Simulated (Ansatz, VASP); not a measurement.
# Cross-check of SiC (Moissanite) between VASP and Ansatz, part 2 of 2

One calculation is typed for both programs; each brings its own data sets. How far apart do they land? The cell is taken from a series of runs on this material, whose earlier steps may have relaxed, scaled, displaced or heated it; both programs get it as it stands.

VASP 6.6.1 and Ansatz 0.2.0.

So far: Set-up; VASP: zone-centre phonons, LDA.

**3. Ansatz: zone-centre phonons, LDA**

Level of this step: Ansatz beside VASP: Kohn-Sham DFT, plane waves, LDA (Ansatz).

Ansatz runs on its PAW soft_1 files.

The same cell, functional (in two slightly different forms), mesh and smearing now go to Ansatz, which takes its cutoff from its data sets.

Contents of input.yaml:

```yaml
crystal:
  lattice:
    - [3.0564320001, 0.0, 0.0]
    - [-1.528216, 2.646947757, 0.0]
    - [0.0, 0.0, 5.0159470803]
  atoms:
    - { symbol: C, position: [0.3333333333, 0.6666666667, 0.3803102619] }
    - { symbol: C, position: [0.6666666667, 0.3333333333, 0.8803102619] }
    - { symbol: Si, position: [0.3333333333, 0.6666666667, 0.0046897381] }
    - { symbol: Si, position: [0.6666666667, 0.3333333333, 0.5046897381] }
total_charge: -0.008116
kpoints:
  mp_grid: { grid: [21, 21, 12] }
hamiltonian:
  xc: lda
  pseudopotentials: { kind: paw, azcp: { folder: soft_1 }, xc_functional: pbe }
scf:
  occupations: { method: fermi_dirac, width: 0.03 }
output:
  eigenvalues: true
phonons:
  method: dfpt
```

Run with:

```console
$ ansatz run input.yaml --threads 8 --pin off --max-ram 16384MiB --backend cpu --events-out ev --progress --plain --runs-dir out
```

Numbers of over 12 decimals in the logs are rounded to 6 here.

Log:

```text
Engine: ansatz 0.2.0, aarch64-unknown-linux-gnu
Pseudopotentials: kind: paw
Pseudopotential: C, paw, valence charge 4, recommended cutoff 420 eV (normal), soft_1/C.paw.azcp
Pseudopotential: Si, paw, valence charge 4, recommended cutoff 420 eV (normal), soft_1/Si.paw.azcp
Functional definition: SPW92
  exchange = slater_x
  correlation = pw_c
Crystal: 4 atoms, lattice volume = 40.580 Å³
Basis set: ecut = 420 eV, 785 PW (Γ), exchange–correlation on 48×48×72 points (8 copies of the dense FFT grid, shifted against one another)
Bands: 13, of which v1, the nominal top of the filled ones, is band 8 counted from 1 (7 counted from 0)
Symmetry: 12 space group operations
k-points: 1397 of 5292 (irreducible under 2 space group operations, time reversal used)
Non-local potential: C, projectors of the file, l = 0: 2, l = 1: 2, l = 2: 1
Non-local potential: Si, projectors of the file, l = 0: 2, l = 1: 2, l = 2: 1
PAW form: soft (Blöchl's): semilocal exchange-correlation on the pseudo side does not see the compensation charge
PAW frozen core: C, regenerated for the run's functional, and the local potential with it (the file was generated under x = pbe(κ = 0.804, μ = 0.219515), c = pbe(β = 0.066725))
PAW frozen core: Si, regenerated for the run's functional, and the local potential with it (the file was generated under x = pbe(κ = 0.804, μ = 0.219515), c = pbe(β = 0.066725))
PAW one-centre angular grid: C, 110 points (default); XC on 64 Gauss nodes
PAW one-centre angular grid: Si, 110 points (default); XC on 64 Gauss nodes
Initial density: superposition of atomic densities (chi_scale 0.1, normalization cell, long waves kept (reshape's long-wave potential 0.00 eV rms))
Initial wavefunctions: pseudopotential atomic-orbital guess
Functional: x = slater, c = lda
SCF iter   1: F=—  HF=-1707.492394 eV  |F-HF|=—  |Δ(HF+E_count)|=         —  Δρ=1.41e-1  dr2=9.74e0  ethr=3.10e-3  ⟨swp⟩=6.0  Hψ=127882  notcnv=0
preconditioner: auto → none  [insulator: Δε(μ)=0.083 eV  Ē_g=13.392 eV  σ=0.030 eV  W_gap=0.60  n_scr=2 (ndim 8)  ℏωp=23.3 eV  f_vac=0.000  D(μ)=0.07/eV (n_scr^D=0)  ε∞_Penn≈4.0]
SCF iter   2: F=—  HF=-1704.510649 eV  |F-HF|=—  |Δ(HF+E_count)|=    2.98e0  Δρ=4.98e-2  dr2=6.42e-1  ethr=3.10e-3  ⟨swp⟩=4.1  Hψ=57210  notcnv=0  defer=988
SCF iter   3: F=—  HF=-1704.321500 eV  |F-HF|=—  |Δ(HF+E_count)|=   1.89e-1  Δρ=1.87e-2  dr2=7.36e-2  ethr=3.10e-3  ⟨swp⟩=2.5  Hψ=40001  notcnv=0  defer=1105
SCF iter   4: F=—  HF=-1704.304832 eV  |F-HF|=—  |Δ(HF+E_count)|=   1.67e-2  Δρ=1.47e-3  dr2=4.91e-4  ethr=4.60e-4  ⟨swp⟩=2.1  Hψ=23668  notcnv=0  defer=1107
SCF iter   5: F=—  HF=-1704.304939 eV  |F-HF|=—  |Δ(HF+E_count)|=   1.06e-4  Δρ=1.65e-4  dr2=3.52e-6  ethr=3.07e-6  ⟨swp⟩=2.4  Hψ=27816  notcnv=0  defer=1107
SCF iter   6: F=—  HF=-1704.304941 eV  |F-HF|=—  |Δ(HF+E_count)|=   2.30e-6  Δρ=2.87e-5  dr2=2.08e-7  ethr=2.20e-8  ⟨swp⟩=2.5  Hψ=27934  notcnv=0  defer=1107
SCF iter   7: F=—  HF=-1704.304941 eV  |F-HF|=—  |Δ(HF+E_count)|=   3.07e-7  Δρ=5.31e-6  dr2=5.87e-9  ethr=1.30e-9  ⟨swp⟩=2.3  Hψ=28353  notcnv=0  defer=1103
SCF iter   8: F=—  HF=-1704.304941 eV  |F-HF|=—  |Δ(HF+E_count)|=   3.23e-9  Δρ=1.16e-6  dr2=2.25e-10  ethr=3.67e-11  ⟨swp⟩=2.1  Hψ=26766  notcnv=0  defer=1103
SCF iter   9: F=-1704.304941 eV  HF=-1704.304941 eV  |F-HF|=0.00e0  |Δ(HF+E_count)|=  2.09e-11  Δρ=4.71e-8  dr2=6.42e-13  ethr=1.00e-12  ⟨swp⟩=11.6  Hψ=110924  notcnv=0
the search or the solves at the SCF's close seem to have found levels that the self-consistency loop had missed (the run counts 2). By its estimate they hold under 1e-12 electrons; where the run keeps them, the occupations were computed again with them
SCF 1 converged in 9 iterations: F = -1704.304941 eV  dr2 = 6.42e-13
  greatest PAW one-centre occupation: 0.642 electrons in one spin orbital (limit 2), on the C atom at site 1 (counted from 0), in its partial waves of l = 0
DFPT response loops at Γ: preconditioner auto → Kerker (q_TF=auto, 2.336 Å⁻¹) (partly filled bands, converged f_vac=0.000); β = 1.00, the filter's whole step (`scf.mixing.beta` (0.50) is not read by the response loops under this deck's `scf.mixing.preconditioner`; to damp them name `kerker` or `kerker_dos`, under which they read `scf.mixing.beta`, and type it under 1.00, their step now; both keys bind the ground state too); Broyden in place of MSR1
SCF converged after 9 iterations
Free energy (F): -1704.304941 eV
Harris-Foulkes:  -1704.304941 eV  (|F-HF|=0.00e0)
Internal energy: -1704.304766 eV  (E = F + TS)
E sigma→0 (E₀):  -1704.304853 eV
Entropy (-TS):   -0.000175 eV (-0.044 meV/atom)
Fermi energy:    11.981685 eV
--- Per-component energies (eV) ---
  E_band       = 57.326159
  E_kinetic    = 268.888124
  E_local      = -193.452040  (includes V_loc(G=0)·N_el)
  E_nonlocal   = 94.758265
  E_hartree    = 63.563066
  E_xc         = -210.577855
  E_vxc        = -218.455785  (∫ρ·V_xc dr)
  E_paw        = -1155.301363  (= ΣΔE_a)
  E_vpaw       = -21.538639  (= ΣTr[D̂ρ^β])
  E_aug_tail   = 0.000095  (compensation charges beyond the density's cutoff)
  E_ewald      = -572.477384
  E_core_change = 0.294327  (= ΣΔE_core)
  E_smearing   = -0.000175  (= −TS)
  E_closure    = -0.000000  (closes the sum)
  E_deformation_potential = -0.149485  (in the stress; not in F)
  Σ components = -1704.304941   (vs F -1704.304941, Δ=0.00e0)
--- Band table (eV; the first three rows and the last of 1397) ---
  k-point 0: bands = [... 4 lower, 8.3121, 9.5188, 9.6393, 9.6393, 14.5532, 16.0374, 16.3113, 16.3113, ... 1 higher]
  k-point 1: bands = [... 4 lower, 8.3314, 9.3233, 9.6128, 9.6128, 14.5843, 16.1790, 16.3207, 16.3207, ... 1 higher]
  k-point 2: bands = [... 4 lower, 8.3887, 8.7900, 9.5359, 9.5359, 14.6770, 16.3553, 16.3553, 16.5518, ... 1 higher]
  k-point 1396: bands = [... 4 lower, 5.1643, 5.1643, 7.4736, 7.4736, 14.4778, 14.4778, 16.6402, 16.6402, ... 1 higher]
--- Phonons (Γ-DFPT): 4 representative perturbations + reference, on 1397 of 5292 k-points (Σ response iterations 12) ---
  k mesh reduced under 2 symmetry operations, with k and −k counted as one. Each operation leaves every solved perturbation unchanged. A smaller set is not used because it would not reduce the number of displacements times k-points to solve
  ASR residual: 2.358e-5 → 0.000e0 eV/Å²; symmetrization residual: 6.697e-6 eV/Å²
  ASR residual per site (eV/Å²): 2.36e-5 2.36e-5 2.20e-5 2.20e-5
  Γ frequencies (cm⁻¹): 0.00 0.00 0.00 257.16 257.16 600.01 766.68 766.68 772.64 800.12 800.12 841.23
  non-analytic LO–TO correction: not included (Born effective charges unavailable; polar crystals: no LO–TO splitting at Γ)
```

Reading the cycles: dr2 is the Hartree energy of the density residual (eV), the measure of convergence; HF is the Harris–Foulkes estimate of the energy, which meets the free energy F at convergence.

**4. Side by side**

Known differences besides the potentials themselves: the two LDA forms differ slightly; the cutoff is 420 eV in Ansatz and 600 eV in VASP; VASP's log shows a relativistic correction to its local exchange, Ansatz's none. Total energies have different zeros and are not compared.

Both answers:

```
                  quantity  Ansatz   VASP  difference
optical mode 1 to 2 (cm⁻¹)   257.2  257.1     +0.02 %
     optical mode 3 (cm⁻¹)   600.0  599.9     +0.02 %
optical mode 4 to 5 (cm⁻¹)   766.7  766.9     -0.03 %
     optical mode 6 (cm⁻¹)   772.6  772.6     +0.00 %
optical mode 7 to 8 (cm⁻¹)   800.1  800.2     -0.01 %
     optical mode 9 (cm⁻¹)   841.2  841.8     -0.07 %
```

Modes are paired by rising frequency, not by their patterns, so a pair may set unlike modes beside each other; they are those without the splitting of longitudinal modes. The cell carries a charge of -0.008116 e against a uniform background, so its pressure also hangs on how the neutralising background is counted, and in a defect's cell a gap may be the spacing between its levels.

**5. Summary of results**

| Item | Value |
| --- | --- |
| r.m.s. difference of the optical zone-centre modes, each program's sorted by frequency (zone-centre phonons, LDA) | 0.24 cm⁻¹ |

**Reading.** The r.m.s. difference of the optical zone-centre modes, each program's sorted by frequency is 0.24 cm⁻¹ (zone-centre phonons, LDA). Such differences can come from data sets, numerical settings and the points named under the comparisons, not from the functional's error against experiment.

[Lines on the potential files, build, host, timing and source positions are cut from VASP's logs without a mark.]

[Logs are printed without paths, hosts, clocks, repeated set-up lines and the standing remarks that a program may print on its own settings, such as how far it seeks lower states.]

[Hosts, paths, dates, database ids (printed as entryN), source tags and the programs' standing remarks are cut or masked in the printed files.]
